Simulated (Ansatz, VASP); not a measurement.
# Cross-check of TiO2 (Rutile) between VASP and Ansatz, part 2 of 2

One calculation is typed for both programs; each brings its own data sets. How far apart do they land? The cell is taken from a series of runs on this material, whose earlier steps may have relaxed, scaled, displaced or heated it; both programs get it as it stands.

VASP 6.6.1 and Ansatz 0.2.0.

So far: Set-up; VASP: dielectric response, PBE.

### 3. Ansatz: dielectric response, PBE

Level of this step: Ansatz beside VASP: Kohn-Sham DFT, plane waves, PBE (Ansatz).

Ansatz runs on its default PAW (the set named soft_2) files.

The same cell, functional and mesh now go to Ansatz, which takes its cutoff from its data sets.

File input.yaml:

```yaml
crystal:
  lattice:
    - [4.5922, 0.0, 0.0]
    - [0.0, 4.5922, 0.0]
    - [0.0, 0.0, 2.9574]
  atoms:
    - { symbol: Ti, position: [0.5, 0.5, 0.5] }
    - { symbol: Ti, position: [0.0, 0.0, 0.0] }
    - { symbol: O, position: [0.80496, 0.19504, 0.5] }
    - { symbol: O, position: [0.69504, 0.69504, 0.0] }
    - { symbol: O, position: [0.19504, 0.80496, 0.5] }
    - { symbol: O, position: [0.30496, 0.30496, 0.0] }
kpoints:
  mp_grid: { grid: [5, 5, 8] }
scf:
  occupations: { method: fixed }
hamiltonian:
  xc: pbe
  pseudopotentials: { kind: paw }
dielectric: {}
```

Launch:

```sh
> ansatz run input.yaml --threads 4 --pin off --max-ram 8192MiB --backend cpu --events-out ev --progress --plain --runs-dir out
```

Numbers of over 12 decimals in the logs are rounded to 6 here.

The program printed:

```text
Engine: ansatz 0.2.0, aarch64-unknown-linux-gnu
Pseudopotentials: kind: paw
Pseudopotential: Ti, paw, valence charge 12, recommended cutoff 420 eV (normal), Ti.paw.azcp
Pseudopotential: O, paw, valence charge 6, recommended cutoff 420 eV (normal), O.paw.azcp
Functional definition: PBE
  parameter kappa = 0.804
  parameter beta = 0.066725
  exchange = pbe_x(kappa = kappa, mu = beta*pi^2/3)
  correlation = pbe_c(beta = beta)
Crystal: 6 atoms, lattice volume = 62.367 Å³
Basis set: ecut = 420 eV, 1217 PW (Γ), exchange–correlation on 64×64×40 points (8 copies of the dense FFT grid, shifted against one another)
Bands: 30, of which v1, the nominal top of the filled ones, is band 24 counted from 1 (23 counted from 0)
Symmetry: 16 space group operations
k-points: 63 of 200 (irreducible under 2 space group operations, time reversal used)
Non-local potential: Ti, projectors of the file, l = 0: 3, l = 1: 2, l = 2: 3, l = 3: 1
Non-local potential: O, projectors of the file, l = 0: 2, l = 1: 2, l = 2: 1
PAW form: soft (Blöchl's): semilocal exchange-correlation on the pseudo side does not see the compensation charge
PAW one-centre angular grid: Ti, 590 points (default); XC on 64 Gauss nodes
PAW one-centre angular grid: O, 110 points (default); XC on 64 Gauss nodes
Initial density: superposition of atomic densities (neutral atoms: chi_scale 0, normalization atom), corrected by the library's trained network
Initial wavefunctions: pseudopotential atomic-orbital guess
Functional: x = pbe(κ = 0.804, μ = 0.219515), c = pbe(β = 0.066725)
SCF iter   1: F=—  HF=-7277.277927 eV  |F-HF|=—  |Δ(HF+E_count)|=         —  Δρ=2.14e-3  dr2=1.70e-3  ethr=1.77e-3  ⟨swp⟩=3.9  Hψ=7069  notcnv=0  defer=128
preconditioner: auto → Resta (q_TF=auto, 2.612 Å⁻¹)  ε∞=9.0  [insulator: Δε(μ)=1.877 eV  Ē_g=9.431 eV  n_scr=18 (ndim 8)  ℏωp=26.6 eV  f_vac=0.017  ε∞_Penn≈9.0]
SCF iter   2: F=—  HF=-7277.278654 eV  |F-HF|=—  |Δ(HF+E_count)|=   7.27e-4  Δρ=1.26e-3  dr2=5.06e-4  ethr=3.55e-6  ⟨swp⟩=2.6  Hψ=3605  notcnv=0  defer=252
SCF iter   3: F=—  HF=-7277.278920 eV  |F-HF|=—  |Δ(HF+E_count)|=   2.66e-4  Δρ=6.30e-4  dr2=1.50e-4  ethr=1.05e-6  ⟨swp⟩=2.0  Hψ=2680  notcnv=0  defer=252
SCF iter   4: F=—  HF=-7277.279064 eV  |F-HF|=—  |Δ(HF+E_count)|=   1.45e-4  Δρ=1.09e-4  dr2=6.71e-6  ethr=3.13e-7  ⟨swp⟩=2.0  Hψ=2589  notcnv=0  defer=153
SCF iter   5: F=—  HF=-7277.279070 eV  |F-HF|=—  |Δ(HF+E_count)|=   6.12e-6  Δρ=3.15e-5  dr2=5.27e-7  ethr=1.40e-8  ⟨swp⟩=2.1  Hψ=2874  notcnv=0  defer=92
SCF iter   6: F=—  HF=-7277.279071 eV  |F-HF|=—  |Δ(HF+E_count)|=   8.79e-7  Δρ=1.15e-5  dr2=8.30e-8  ethr=1.10e-9  ⟨swp⟩=2.3  Hψ=3129  notcnv=0  defer=92
SCF iter   7: F=—  HF=-7277.279071 eV  |F-HF|=—  |Δ(HF+E_count)|=   8.24e-8  Δρ=3.05e-6  dr2=5.97e-9  ethr=1.73e-10  ⟨swp⟩=2.0  Hψ=2626  notcnv=0  defer=92
SCF iter   8: F=—  HF=-7277.279071 eV  |F-HF|=—  |Δ(HF+E_count)|=   5.92e-9  Δρ=6.65e-7  dr2=2.31e-10  ethr=1.24e-11  ⟨swp⟩=2.0  Hψ=2798  notcnv=0  defer=92
SCF iter   9: F=-7277.279071 eV  HF=-7277.279071 eV  |F-HF|=4.55e-12  |Δ(HF+E_count)|=  2.44e-10  Δρ=1.33e-7  dr2=7.48e-12  ethr=1.00e-12  ⟨swp⟩=7.9  Hψ=5451  notcnv=0
SCF 1 converged in 9 iterations: F = -7277.279071 eV  dr2 = 7.48e-12
  greatest PAW one-centre occupation: 0.999 electrons in one spin orbital (limit 2), on the Ti atom at site 0 (counted from 0), in its partial waves of l = 0
NSCF: frozen V_eff on 6 k-points
DFPT response loops at Γ: preconditioner auto → Resta (q_TF=auto, 2.612 Å⁻¹)  ε∞=5.6 (no band partly filled); β = 1.00, the filter's whole step (`scf.mixing.beta` (0.50) is not read by the response loops at its default; to damp them type it under 1.00, their step now; it binds the ground state too); Broyden in place of MSR1
── the response to a field inside a basis, on 6×6×8 k-points: an SCF that follows is theirs, and a resumed run solves both again ──
Bands: 25, of which v1, the nominal top of the filled ones, is band 24 counted from 1 (23 counted from 0)
k-points: 24 of 288
Initial density: handed on by an earlier stage of this run
Initial wavefunctions: pseudopotential atomic-orbital guess (no wavefunctions were taken with the density)
Eigensolver: Dense (24 Hₖ)
SCF iter   1: F=—  HF=-7277.262065 eV  |F-HF|=—  |Δ(HF+E_count)|=         —  Δρ=4.35e-4  dr2=2.28e-5  ethr=1.00e-1
preconditioner: auto → Resta (q_TF=auto, 2.612 Å⁻¹)  ε∞=10.4  [insulator: Δε(μ)=2.055 eV  Ē_g=8.696 eV  n_scr=18 (ndim 8)  ℏωp=26.6 eV  f_vac=0.018  ε∞_Penn≈10.4]
SCF iter   2: F=—  HF=-7277.262073 eV  |F-HF|=—  |Δ(HF+E_count)|=   8.26e-6  Δρ=2.13e-4  dr2=1.42e-5  ethr=4.76e-8
SCF iter   3: F=—  HF=-7277.262076 eV  |F-HF|=—  |Δ(HF+E_count)|=   2.71e-6  Δρ=1.14e-4  dr2=2.24e-6  ethr=2.96e-8
SCF iter   4: F=-7277.262077 eV  HF=-7277.262077 eV  |F-HF|=1.01e-8  |Δ(HF+E_count)|=   5.89e-7  Δρ=1.32e-5  dr2=8.47e-8  ethr=4.67e-9
SCF 1 converged in 4 iterations: F = -7277.262077 eV  dr2 = 8.47e-8
  greatest PAW one-centre occupation: 0.999 electrons in one spin orbital (limit 2), on the Ti atom at site 1 (counted from 0), in its partial waves of l = 0
DFPT response loops at Γ: preconditioner auto → Resta (q_TF=auto, 2.612 Å⁻¹)  ε∞=5.4 (no band partly filled); β = 1.00, the filter's whole step (`scf.mixing.beta` (0.50) is not read by the response loops at its default; to damp them type it under 1.00, their step now; it binds the ground state too); Broyden in place of MSR1
SCF converged after 9 iterations
Free energy (F): -7277.279071 eV
Harris-Foulkes:  -7277.279071 eV  (|F-HF|=4.55e-12)
Internal energy: -7277.279071 eV  (E = F + TS)
E sigma→0 (E₀):  -7277.279071 eV
Fermi energy:    9.148327 eV
--- Per-component energies (eV) ---
  E_band       = -390.218007
  E_kinetic    = 1247.543674
  E_local      = -3084.272133  (includes V_loc(G=0)·N_el)
  E_nonlocal   = 196.439513
  E_hartree    = 1175.038841
  E_xc         = -492.947744
  E_vxc        = -624.336668  (∫ρ·V_xc dr)
  E_paw        = -2721.996490  (= ΣΔE_a)
  E_vpaw       = -475.680235  (= ΣTr[D̂ρ^β])
  E_aug_tail   = 0.010093  (compensation charges beyond the density's cutoff)
  E_ewald      = -3597.094824
  E_smearing   = -0.000000  (= −TS)
  E_closure    = -0.000000  (closes the sum)
  Σ components = -7277.279071   (vs F -7277.279071, Δ=0.00e0)
--- Band table (eV; the first three rows and the last of 63) ---
  k-point 0: bands = [... 20 lower, 8.4503, 8.7089, 8.7089, 9.1483, 11.0462, 11.3543, 11.5791, 11.6687, ... 2 higher]
  k-point 1: bands = [... 20 lower, 7.8292, 8.4001, 8.4001, 9.0698, 11.4124, 11.4796, 11.4935, 11.8688, ... 2 higher]
  k-point 2: bands = [... 20 lower, 7.3750, 7.6759, 7.6759, 8.6839, 11.3986, 11.7252, 12.0039, 12.3050, ... 2 higher]
  k-point 62: bands = [... 20 lower, 7.3241, 7.5369, 7.6880, 8.0097, 11.3637, 11.6061, 11.7828, 11.9339, ... 2 higher]
--- Dielectric response (ions clamped): 3 representative field directions + reference, inside a basis on a mesh of 288 k-points (Σ response iterations 15) ---
  ε∞ (high-frequency dielectric tensor):
        7.329437     0.000000     0.000000
        0.000000     7.329437     0.000000
        0.000000     0.000000     8.782453
  Born effective charges Z* (e; rows j = field, columns β = displacement):
    site 0:
         6.27506   -1.00848    0.00000
        -1.00848    6.27506    0.00000
         0.00000    0.00000    7.69589
    site 1:
         6.27506    1.00848    0.00000
         1.00848    6.27506    0.00000
         0.00000    0.00000    7.69589
    site 2:
        -3.13753    1.79266    0.00000
         1.79266   -3.13753    0.00000
         0.00000    0.00000   -3.84795
    site 3:
        -3.13753   -1.79266    0.00000
        -1.79266   -3.13753    0.00000
         0.00000    0.00000   -3.84795
    site 4:
        -3.13753    1.79266    0.00000
         1.79266   -3.13753    0.00000
         0.00000    0.00000   -3.84795
    site 5:
        -3.13753   -1.79266    0.00000
        -1.79266   -3.13753    0.00000
         0.00000    0.00000   -3.84795
  Z* charge neutrality: 6.222e-3 e pre-enforcement
  solved inside a basis spanned on kpoints, on 6×6×8 k-points, its susceptibility summed on 8×8×12: ε∞ is read to err by 2.6e-2, Z* by 3.8e-2 e (field_mesh: kpoints solves on kpoints); Z* is corrected for what the basis lacks
```

### 4. Differences

Known differences besides the potentials themselves: fixed occupations in Ansatz, narrow Gaussian smearing in VASP; VASP's response is taken on the typed mesh, Ansatz refines its own for the field response alone; the cutoff is 420 eV in Ansatz and 520 eV in VASP. Total energies have different zeros and are not compared.

Compared:

```csv
quantity,Ansatz,VASP,difference
ε∞ xx,7.33,7.40,-0.91 %
ε∞ yy,7.33,7.40,-0.91 %
ε∞ zz,8.78,8.87,-1.00 %
```

### 5. What came out

```
difference in ε∞ zz (dielectric response, PBE) : -1.00 %
```

The difference in ε∞ zz is -1.00 % (dielectric response, PBE), within the 5 % picked in this series as the mark of a large difference. How closely two codes agree says nothing of how well the functional describes the real material.

[Lines on the potential files, build, host, timing and source positions are cut from VASP's logs without a mark.]

[Logs are printed without paths, hosts, clocks, repeated set-up lines and the standing remarks that a program may print on its own settings, such as how far it seeks lower states.]

[Hosts, paths, dates, database ids (printed as entryN), source tags and the programs' standing remarks are cut or masked in the printed files.]
